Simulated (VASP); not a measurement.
Given:

```yaml
crystal:
  lattice:
    - [0.00000, 2.59068, 2.59068]
    - [2.59068, 0.00000, 2.59068]
    - [2.59068, 2.59068, 0.00000]
  atoms:
    - { symbol: Mg, position: [0.00000, 0.00000, 0.00000] }
    - { symbol: S, position: [0.50000, 0.50000, 0.50000] }
```

The numbers are results of vdW-DF2, VASP's PBE PAW potentials (set 64) (plane waves; VASP), not measurements. Run with 520 eV cut-off, 9×9×9 Γ-centred mesh, Gaussian smearing of 0.050 eV, potentials Mg S.

Question: Give the stress tensor in GPa (positive for a compressed cell).

Answer: 
```
4.90  0.00  0.00
0.00  4.90  0.00
0.00  0.00  4.90
```
The pressure is its mean diagonal, 4.90 GPa.

The compound is MgS in the rock salt structure. This cell is one point of a volume scan, at 0.94 of the reference volume.
